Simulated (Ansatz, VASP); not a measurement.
# GeBr2 in two plane-wave programs, part 2 of 2

One calculation is typed for both programs; each brings its own data sets. How far apart do they land? The cell is generated by rule, not measured, and may not be a known phase. The cell is taken from a series of runs on this material, whose earlier steps may have relaxed, scaled, displaced or heated it; both programs get it as it stands.

VASP 6.6.1 and Ansatz 0.2.0.

So far: Starting point; VASP: zone-centre phonons, PBEsol.

**2. VASP: zone-centre phonons, PBEsol (continued)**

Level of this step: PBEsol; plane waves and PAW (Ge_d, Br); invented cell (VASP).

Numbers of over 12 decimals in the logs are rounded to 6 here.

Parts of OUTCAR (step 2):

```text
ion  position               nearest neighbor table
   1  0.000  0.000  0.000-   2 2.80   3 2.80   3 2.80   2 2.80   3 2.80   2 2.80
   2  0.333  0.667  0.246-   1 2.80   1 2.80   1 2.80
   3  0.667  0.333  0.754-   1 2.80   1 2.80   1 2.80

  LATTYP: Found a hexagonal cell.
 ALAT       =     3.9736639340
 C/A-ratio  =     1.6385199503

 Subroutine GETGRP returns: Found 12 space group operations
 (whereof 12 operations were pure point group operations)

The static configuration has the point symmetry D_3d.

 Found     43 irreducible k-points:

   k-points           NKPTS =     43   k-points in BZ     NKDIM =     43   number of bands    NBANDS=     20

   dimension x,y,z NGX =    30 NGY =   30 NGZ =   48
   dimension x,y,z NGXF=    60 NGYF=   60 NGZF=   96

   ENCUT  =  500.0 eV  36.75 Ry    6.06 a.u.   7.24  7.24 11.87*2*pi/ulx,y,z

   NELECT =      28.0000    total number of electrons

 k-points in reciprocal lattice and weights: Automatic mesh
   0.00000000  0.00000000  0.00000000       0.003
   0.11111111  0.00000000  0.00000000       0.019
   0.22222222  0.00000000  0.00000000       0.019
   0.33333333  0.00000000  0.00000000       0.019
   0.44444444  0.00000000  0.00000000       0.019
   0.11111111  0.11111111  0.00000000       0.019
   0.22222222  0.11111111  0.00000000       0.037
   0.33333333  0.11111111  0.00000000       0.037
   0.44444444  0.11111111  0.00000000       0.019
[...]
0.33333333  0.22222222  0.50000000       0.037
   0.33333333  0.33333333  0.50000000       0.006

 average (electrostatic) potential at core
       1 -77.3400       2 -63.8711       3 -63.8711

  Total        0.0052658      0.0052658      0.0083964      0.0000000      0.0000000      0.0000000
  in kB        0.0947593      0.0947593      0.1510937      0.0000000      0.0000000      0.0000000
  external PRESSURE =       0.1135374 kB  Pullay stress =       0.0000000 kB

  energy-cutoff  :      500.00
  volume of cell :       89.03
      direct lattice vectors                 reciprocal lattice vectors
     3.973663934  0.000000000  0.000000000     0.251656913  0.145294187  0.000000000
    -1.986831967  3.441293913  0.000000000     0.000000000  0.290588373  0.000000000
     0.000000000  0.000000000  6.510927632     0.000000000  0.000000000  0.153587946

 POSITION                                       TOTAL-FORCE (eV/Angst)
 -----------------------------------------------------------------------------------
      0.00000      0.00000      0.00000        -0.000000      0.000000      0.000000
     -0.00000      2.29420      1.59974        -0.000000     -0.000000      0.006549
      1.98683      1.14710      4.91119         0.000000      0.000000     -0.006549
 -----------------------------------------------------------------------------------
    total drift:                               -0.000000      0.000000      0.000000

 MACROSCOPIC STATIC DIELECTRIC TENSOR (including local field effects in DFT)
 ------------------------------------------------------
           6.572726     0.000000     0.000000
           0.000000     6.572726     0.000000
           0.000000    -0.000000     4.043490
 ------------------------------------------------------

 PIEZOELECTRIC TENSOR (including local field effects)  for field in x, y, z        (C/m^2)
          XX          YY          ZZ          XY          YZ          ZX
  --------------------------------------------------------------------------------
  x     0.00000     0.00000     0.00000     0.00000     0.00000     0.00000
  y     0.00000     0.00000     0.00000     0.00000     0.00000     0.00000
  z     0.00000     0.00000     0.00000     0.00000     0.00000     0.00000

 BORN EFFECTIVE CHARGES (including local field effects) (in |e|, cummulative output)
 ---------------------------------------------------------------------------------
 ion    1
    1     4.33633     0.00000     0.00000
    2     0.00000     4.33633    -0.00000
    3     0.00000     0.00000     1.42416
 ion    2
    1    -2.16816     0.00000     0.00000
    2     0.00000    -2.16816    -0.00000
    3    -0.00000     0.00000    -0.71208
 ion    3
    1    -2.16816     0.00000     0.00000
    2     0.00000    -2.16816    -0.00000
    3     0.00000     0.00000    -0.71208

 Eigenvectors and eigenvalues of the dynamical matrix
 ----------------------------------------------------

   1 f  =    5.956750 THz    37.427365 2PiTHz  198.695796 cm-1    24.635128 meV
             X         Y         Z           dx          dy          dz
      0.000000  0.000000  0.000000     0.000000   -0.000000   -0.828405
     -0.000000  2.294196  1.599735     0.000000   -0.000000    0.396072
      1.986832  1.147098  4.911192    -0.000000    0.000000    0.396072

   2 f  =    3.909720 THz    24.565492 2PiTHz  130.414205 cm-1    16.169293 meV
             X         Y         Z           dx          dy          dz
      0.000000  0.000000  0.000000     0.000000   -0.000000    0.000000
     -0.000000  2.294196  1.599735     0.000000   -0.000000    0.707107
      1.986832  1.147098  4.911192    -0.000000    0.000000   -0.707107

   3 f  =    3.181646 THz    19.990869 2PiTHz  106.128276 cm-1    13.158223 meV
             X         Y         Z           dx          dy          dz
      0.000000  0.000000  0.000000    -0.000000   -0.000000   -0.000000
     -0.000000  2.294196  1.599735     0.000001   -0.707107   -0.000000
      1.986832  1.147098  4.911192    -0.000001    0.707107    0.000000

   4 f  =    3.181646 THz    19.990869 2PiTHz  106.128276 cm-1    13.158223 meV
             X         Y         Z           dx          dy          dz
      0.000000  0.000000  0.000000     0.000000   -0.000000    0.000000
     -0.000000  2.294196  1.599735     0.707107    0.000001   -0.000000
      1.986832  1.147098  4.911192    -0.707107   -0.000001    0.000000

   5 f  =    2.181726 THz    13.708187 2PiTHz   72.774538 cm-1     9.022889 meV
             X         Y         Z           dx          dy          dz
      0.000000  0.000000  0.000000     0.000001    0.836590    0.000000
     -0.000000  2.294196  1.599735    -0.000000   -0.387374    0.000000
      1.986832  1.147098  4.911192    -0.000000   -0.387374    0.000000

   6 f  =    2.181726 THz    13.708187 2PiTHz   72.774538 cm-1     9.022889 meV
             X         Y         Z           dx          dy          dz
      0.000000  0.000000  0.000000     0.836590   -0.000001   -0.000000
     -0.000000  2.294196  1.599735    -0.387374    0.000000    0.000000
      1.986832  1.147098  4.911192    -0.387374    0.000000    0.000000

   7 f/i=    0.008568 THz     0.053833 2PiTHz    0.285790 cm-1     0.035433 meV
             X         Y         Z           dx          dy          dz
      0.000000  0.000000  0.000000     0.000000    0.000000   -0.560130
     -0.000000  2.294196  1.599735     0.000000    0.000000   -0.585771
      1.986832  1.147098  4.911192     0.000000    0.000000   -0.585771

   8 f/i=    0.029096 THz     0.182818 2PiTHz    0.970549 cm-1     0.120333 meV
             X         Y         Z           dx          dy          dz
      0.000000  0.000000  0.000000    -0.547802   -0.005572   -0.000000
     -0.000000  2.294196  1.599735    -0.591528   -0.006017   -0.000000
      1.986832  1.147098  4.911192    -0.591528   -0.006017   -0.000000

   9 f/i=    0.029096 THz     0.182818 2PiTHz    0.970549 cm-1     0.120333 meV
             X         Y         Z           dx          dy          dz
      0.000000  0.000000  0.000000    -0.005572    0.547802    0.000000
     -0.000000  2.294196  1.599735    -0.006017    0.591528    0.000000
      1.986832  1.147098  4.911192    -0.006017    0.591528    0.000000

 MACROSCOPIC STATIC DIELECTRIC TENSOR IONIC CONTRIBUTION
 ------------------------------------------------------
          39.343248    -0.000000    -0.000000
          -0.000000    39.343248     0.000000
          -0.000000     0.000000     0.568629
 ------------------------------------------------------

 ELASTIC MODULI CONTR FROM IONIC RELAXATION (kBar)
 Direction    XX          YY          ZZ          XY          YZ          ZX
 --------------------------------------------------------------------------------
 XX        -240.6231   -102.6847   -259.1466     -0.0000    141.7053      0.0000
 YY        -102.6847   -240.6231   -259.1466      0.0000   -141.7053     -0.0000
 ZZ        -259.1466   -259.1466   -391.2349      0.0000     -0.0000     -0.0000
 XY          -0.0000      0.0000      0.0000    -68.9692      0.0000    134.8588
 YZ         141.7053   -141.7053     -0.0000      0.0000   -291.1500     -0.0000
 ZX           0.0000     -0.0000     -0.0000    134.8588     -0.0000   -263.6959
 --------------------------------------------------------------------------------

 PIEZOELECTRIC TENSOR IONIC CONTR  for field in x, y, z        (C/m^2)
          XX          YY          ZZ          XY          YZ          ZX
  --------------------------------------------------------------------------------
  x     0.00000    -0.00000    -0.00000     0.00000    -0.00000    -0.00000
  y    -0.00000     0.00000    -0.00000     0.00000     0.00000    -0.00000
  z     0.00000     0.00000     0.00000    -0.00000    -0.00000     0.00000
```

**3. Ansatz: zone-centre phonons, PBEsol**

Ansatz runs on its default PAW (the set named soft_2) files.

The same cell, functional and mesh now go to Ansatz, which takes its cutoff from its data sets.

Input file input.yaml:

```yaml
crystal:
  lattice:
    - [3.973663934, 0.0, 0.0]
    - [-1.986831967, 3.441293913, 0.0]
    - [0.0, 0.0, 6.5109276318]
  atoms:
    - { symbol: Ge, position: [0.0, 0.0, 0.0] }
    - { symbol: Br, position: [0.3333333333, 0.6666666667, 0.2457000873] }
    - { symbol: Br, position: [0.6666666667, 0.3333333333, 0.7542999127] }
kpoints:
  mp_grid: { grid: [9, 9, 4] }
hamiltonian:
  xc: pbesol
scf:
  occupations: { method: fixed }
output:
  eigenvalues: true
phonons:
  method: dfpt
  dielectric: true
  rigid_motions: translations
```

Started as:

```
ansatz run input.yaml --threads 8 --pin off --max-ram 14336MiB --backend cpu --events-out ev --progress --plain --runs-dir out
```

Log:

```text
Engine: ansatz 0.2.0, aarch64-unknown-linux-gnu
Pseudopotentials: kind: paw
Pseudopotential: Ge, paw, valence charge 14, recommended cutoff 420 eV (normal), Ge.paw.azcp
Pseudopotential: Br, paw, valence charge 7, recommended cutoff 420 eV (normal), Br.paw.azcp
Functional definition: PBEsol
  exchange = pbesol_x
  correlation = pbesol_c
Crystal: 3 atoms, lattice volume = 89.034 Å³
Basis set: ecut = 420 eV, 1761 PW (Γ), exchange–correlation on 54×54×90 points (8 copies of the dense FFT grid, shifted against one another)
Bands: 18, of which v1, the nominal top of the filled ones, is band 14 counted from 1 (13 counted from 0)
Symmetry: 12 space group operations
k-points: 95 of 324 (irreducible under 2 space group operations, time reversal used)
Non-local potential: Ge, projectors of the file, l = 0: 2, l = 1: 2, l = 2: 3, l = 3: 1
Non-local potential: Br, projectors of the file, l = 0: 2, l = 1: 2, l = 2: 2
PAW form: soft (Blöchl's): semilocal exchange-correlation on the pseudo side does not see the compensation charge
PAW frozen core: Ge, regenerated for the run's functional, and the local potential with it (the file was generated under x = pbe(κ = 0.804, μ = 0.219515), c = pbe(β = 0.066725))
PAW frozen core: Br, regenerated for the run's functional, and the local potential with it (the file was generated under x = pbe(κ = 0.804, μ = 0.219515), c = pbe(β = 0.066725))
PAW one-centre angular grid: Ge, 590 points (default); XC on 64 Gauss nodes
PAW one-centre angular grid: Br, 110 points (default); XC on 64 Gauss nodes
Initial density: superposition of atomic densities (neutral atoms: chi_scale 0, normalization atom), corrected by the library's trained network
Initial wavefunctions: pseudopotential atomic-orbital guess
Functional: x = pbesol(κ = 0.804, μ = 0.123457), c = pbesol(β = 0.046)
SCF iter   1: F=—  HF=-9728.123705 eV  |F-HF|=—  |Δ(HF+E_count)|=         —  Δρ=1.34e-3  dr2=1.47e-3  ethr=1.77e-3  ⟨swp⟩=5.1  Hψ=7790  notcnv=0  defer=163
preconditioner: auto → Resta (q_TF=auto, 2.250 Å⁻¹)  ε∞=3.8  [insulator: Δε(μ)=2.060 eV  Ē_g=9.976 eV  n_scr=22 (ndim 8)  ℏωp=16.7 eV  f_vac=0.065  ε∞_Penn≈3.8]
SCF iter   2: F=—  HF=-9728.122044 eV  |F-HF|=—  |Δ(HF+E_count)|=   1.66e-3  Δρ=8.62e-4  dr2=1.02e-3  ethr=5.25e-6  ⟨swp⟩=2.7  Hψ=3829  notcnv=0  defer=188
SCF iter   3: F=—  HF=-9728.122106 eV  |F-HF|=—  |Δ(HF+E_count)|=   6.19e-5  Δρ=3.39e-4  dr2=1.60e-4  ethr=3.64e-6  ⟨swp⟩=2.0  Hψ=2464  notcnv=0  defer=187
SCF iter   4: F=—  HF=-9728.122105 eV  |F-HF|=—  |Δ(HF+E_count)|=   1.26e-6  Δρ=1.33e-4  dr2=2.79e-5  ethr=5.70e-7  ⟨swp⟩=1.9  Hψ=2287  notcnv=0  defer=163
SCF iter   5: F=—  HF=-9728.122107 eV  |F-HF|=—  |Δ(HF+E_count)|=   1.68e-6  Δρ=2.55e-5  dr2=7.73e-7  ethr=9.95e-8  ⟨swp⟩=2.6  Hψ=2706  notcnv=0  defer=11
SCF iter   6: F=—  HF=-9728.122105 eV  |F-HF|=—  |Δ(HF+E_count)|=   1.41e-6  Δρ=1.47e-5  dr2=2.89e-7  ethr=2.76e-9  ⟨swp⟩=2.0  Hψ=3040  notcnv=0  defer=4
SCF iter   7: F=—  HF=-9728.122105 eV  |F-HF|=—  |Δ(HF+E_count)|=   2.84e-8  Δρ=4.40e-6  dr2=2.48e-8  ethr=1.03e-9  ⟨swp⟩=2.2  Hψ=2986  notcnv=0  defer=4
SCF iter   8: F=—  HF=-9728.122105 eV  |F-HF|=—  |Δ(HF+E_count)|=   4.30e-9  Δρ=5.34e-7  dr2=6.08e-10  ethr=8.84e-11  ⟨swp⟩=2.0  Hψ=3040  notcnv=0  defer=4
SCF iter   9: F=-9728.122105 eV  HF=-9728.122105 eV  |F-HF|=5.64e-11  |Δ(HF+E_count)|=  4.64e-10  Δρ=1.63e-7  dr2=9.98e-11  ethr=1.00e-12  ⟨swp⟩=9.1  Hψ=11260  notcnv=0
SCF 1 converged in 9 iterations: F = -9728.122105 eV  dr2 = 9.98e-11
  greatest PAW one-centre occupation: 0.999 electrons in one spin orbital (limit 2), on the Ge atom at site 0 (counted from 0), in its partial waves of l = 2
NSCF: frozen V_eff on 4 k-points
DFPT response loops at Γ: preconditioner auto → Resta (q_TF=auto, 2.250 Å⁻¹)  ε∞=5.4 (no band partly filled); β = 1.00, the filter's whole step (`scf.mixing.beta` (0.50) is not read by the response loops at its default; to damp them type it under 1.00, their step now; it binds the ground state too); Broyden in place of MSR1
── the response to a field inside a basis, on 10×10×4 k-points: an SCF that follows is theirs, and a resumed run solves both again ──
Bands: 15, of which v1, the nominal top of the filled ones, is band 14 counted from 1 (13 counted from 0)
k-points: 110 of 400 (irreducible under 4 space group operations)
Initial density: handed on by an earlier stage of this run
Initial wavefunctions: pseudopotential atomic-orbital guess (no wavefunctions were taken with the density)
Eigensolver: Dense (110 Hₖ)
SCF iter   1: F=—  HF=-9728.118468 eV  |F-HF|=—  |Δ(HF+E_count)|=         —  Δρ=6.82e-5  dr2=1.24e-6  ethr=1.00e-1
preconditioner: auto → Resta (q_TF=auto, 2.250 Å⁻¹)  ε∞=4.7  [insulator: Δε(μ)=2.213 eV  Ē_g=8.700 eV  n_scr=22 (ndim 8)  ℏωp=16.7 eV  f_vac=0.068  ε∞_Penn≈4.7]
SCF iter   2: F=—  HF=-9728.118468 eV  |F-HF|=—  |Δ(HF+E_count)|=   2.61e-7  Δρ=5.98e-5  dr2=1.44e-6  ethr=4.44e-9
SCF iter   3: F=—  HF=-9728.118469 eV  |F-HF|=—  |Δ(HF+E_count)|=   6.71e-7  Δρ=1.74e-5  dr2=1.21e-7  ethr=4.44e-9
SCF iter   4: F=-9728.118469 eV  HF=-9728.118469 eV  |F-HF|=4.51e-9  |Δ(HF+E_count)|=   4.06e-9  Δρ=2.28e-6  dr2=3.70e-9  ethr=4.32e-10
SCF 1 converged in 4 iterations: F = -9728.118469 eV  dr2 = 3.70e-9
  greatest PAW one-centre occupation: 0.998 electrons in one spin orbital (limit 2), on the Ge atom at site 0 (counted from 0), in its partial waves of l = 2
DFPT response loops at Γ: preconditioner auto → Resta (q_TF=auto, 2.250 Å⁻¹)  ε∞=5.2 (no band partly filled); β = 1.00, the filter's whole step (`scf.mixing.beta` (0.50) is not read by the response loops at its default; to damp them type it under 1.00, their step now; it binds the ground state too); Broyden in place of MSR1
SCF converged after 9 iterations
Free energy (F): -9728.122105 eV
Harris-Foulkes:  -9728.122105 eV  (|F-HF|=5.64e-11)
Internal energy: -9728.122105 eV  (E = F + TS)
E sigma→0 (E₀):  -9728.122105 eV
Fermi energy:    3.428949 eV
--- Per-component energies (eV) ---
  E_band       = -240.883181
  E_kinetic    = 374.010204
  E_local      = -3534.704872  (includes V_loc(G=0)·N_el)
  E_nonlocal   = 554.412456
  E_hartree    = 1478.964425
  E_xc         = -596.501770
  E_vxc        = -270.157602  (∫ρ·V_xc dr)
  E_paw        = -6377.259097  (= ΣΔE_a)
  E_vpaw       = -322.372307  (= ΣTr[D̂ρ^β])
  E_aug_tail   = 0.000374  (compensation charges beyond the density's cutoff)
  E_ewald      = -1628.146302
  E_core_change = 1.102477  (= ΣΔE_core)
  E_smearing   = -0.000000  (= −TS)
  E_closure    = 0.000000  (closes the sum)
  Σ components = -9728.122105   (vs F -9728.122105, Δ=0.00e0)
--- Band table (eV; the first three rows and the last of 95) ---
  k-point 0: bands = [... 10 lower, 1.9469, 1.9469, 2.0657, 2.3489, 5.7409, 6.9274, 6.9274, 10.5171]
  k-point 1: bands = [... 10 lower, 1.8408, 1.9968, 1.9968, 2.9952, 5.6267, 6.8751, 6.8751, 10.8853]
  k-point 2: bands = [... 10 lower, 1.8177, 2.0292, 2.0292, 3.3339, 5.5030, 6.8242, 6.8242, 11.1624]
  k-point 94: bands = [... 10 lower, 0.6787, 1.6584, 1.8257, 3.3243, 6.9427, 7.4911, 7.7995, 10.6729]
--- Phonons (Γ-DFPT): 4 representative perturbations + reference, on 95 of 324 k-points (Σ response iterations 12) ---
  k mesh reduced under 2 symmetry operations, with k and −k counted as one. Each operation leaves every solved perturbation unchanged. A smaller set is not considered because the run solves the response to a homogeneous field
  ASR residual: 1.233e-4 → 0.000e0 eV/Å²; symmetrization residual: 9.780e-6 eV/Å²
  ASR residual per site (eV/Å²): 6.30e-5 1.23e-4 1.23e-4
  Γ frequencies (cm⁻¹): 0.00 0.00 0.00 69.14 69.14 105.55 105.55 130.19 198.56
  ε∞ (high-frequency dielectric tensor):
        6.562585     0.000000     0.000000
        0.000000     6.562585    -0.000000
        0.000000    -0.000000     4.040356
  ε⁰ (static dielectric tensor: ions relaxed, cell fixed):
       50.109943    -0.000000     0.000000
       -0.000000    50.109943    -0.000000
        0.000000    -0.000000     4.612968
  ε⁰ − ε∞ (ionic part):
       43.547358    -0.000000     0.000000
       -0.000000    43.547358    -0.000000
        0.000000    -0.000000     0.572612
  softest optical mode at Γ: 69.14 cm⁻¹; the repairs (sum rule, projections) moved no ω² at Γ by more than (0.87 cm⁻¹)²
  Born effective charges Z* (e; rows j = field, columns β = displacement):
    site 0:
         4.33669    0.00000    0.00000
        -0.00000    4.33669    0.00000
         0.00000    0.00000    1.42824
    site 1:
        -2.16835   -0.00000   -0.00000
         0.00000   -2.16835   -0.00000
        -0.00000   -0.00000   -0.71412
    site 2:
        -2.16835   -0.00000   -0.00000
         0.00000   -2.16835   -0.00000
        -0.00000   -0.00000   -0.71412
  Z* charge neutrality: 6.802e-4 e pre-enforcement
  solved inside a basis spanned on kpoints, on 10×10×4 k-points, its susceptibility summed on 14×14×8: ε∞ is read to err by 1.9e-2, Z* by 1.5e-2 e (field_mesh: kpoints solves on kpoints); Z* is corrected for what the basis lacks
  optical modes at Γ without the LO–TO term, one row a degenerate level:
      ω (cm⁻¹)  modes    IR ((D/Å)²/amu)
         69.14      2            17.3781
        105.55      2             0.0000
        130.19      1             0.0000
        198.56      1             0.9424
  optical modes at Γ + LO–TO along q̂ = [1.0000, 0.0000, 0.0000]:
      ω (cm⁻¹)  modes    IR ((D/Å)²/amu)
         69.14      1             8.6890
        105.55      2             0.0000
[...]
optical modes at Γ + LO–TO along q̂ = [0.0000, 1.0000, 0.0000]:
      ω (cm⁻¹)  modes    IR ((D/Å)²/amu)
[...]
105.55      2             0.0000
        130.19      1             0.0000
        191.04      1             8.6890
        198.56      1             0.9424
  optical modes at Γ + LO–TO along q̂ = [0.0000, 0.0000, 1.0000]:
      ω (cm⁻¹)  modes    IR ((D/Å)²/amu)
         69.14      2            17.3781
        105.55      2             0.0000
        130.19      1             0.0000
        212.17      1             0.9424
```

Reading the cycles: dr2 is the Hartree energy of the density residual (eV), the measure of convergence; HF is the Harris–Foulkes estimate of the energy, which meets the free energy F at convergence.

**4. Comparison**

Known differences besides the potentials themselves: fixed occupations in Ansatz, narrow Gaussian smearing in VASP; VASP's response is taken on the typed mesh, Ansatz refines its own for the field response alone; the cutoff is 420 eV in Ansatz and 500 eV in VASP; Ansatz makes its cores anew for this functional, VASP keeps those of its PBE data sets. Total energies have different zeros and are not compared.

Compared:

```
                                     quantity  Ansatz   VASP  difference
                                        ε∞ xx    6.56   6.57     -0.15 %
                                        ε∞ yy    6.56   6.57     -0.15 %
                                        ε∞ zz    4.04   4.04     -0.08 %
Born charge of Ge1 (mean of the diagonal) (e)    3.37   3.37        0.00
Born charge of Br2 (mean of the diagonal) (e)   -1.68  -1.68        0.00
                   optical mode 1 to 2 (cm⁻¹)    69.1   72.8     -4.99 %
                   optical mode 3 to 4 (cm⁻¹)   105.5  106.1     -0.54 %
                        optical mode 5 (cm⁻¹)   130.2  130.4     -0.17 %
                        optical mode 6 (cm⁻¹)   198.6  198.7     -0.07 %
```

Modes are paired by rising frequency, not by their patterns, so a pair may set unlike modes beside each other; they are those without the splitting of longitudinal modes.

**5. Results**

```json
{"r.m.s. difference of the optical zone-centre modes, each program's sorted by frequency (zone-centre phonons, PBEsol)": "2.1 cm⁻¹", "difference in optical mode 1 to 2 (zone-centre phonons, PBEsol)": "-5.0 %"}
```

What this shows: The r.m.s. difference of the optical zone-centre modes, each program's sorted by frequency is 2.1 cm⁻¹ (zone-centre phonons, PBEsol). Among the rows given in per cent, the largest difference of the zone-centre phonons, PBEsol pair is in optical mode 1 to 2, -5.0 %. How closely two codes agree says nothing of how well the functional describes the real material.

[Lines on the potential files, build, host, timing and source positions are cut from VASP's logs without a mark.]

[Logs are printed without paths, hosts, clocks, repeated set-up lines and the standing remarks that a program may print on its own settings, such as how far it seeks lower states.]

[Hosts, paths, dates, database ids (printed as entryN), source tags and the programs' standing remarks are cut or masked in the printed files.]
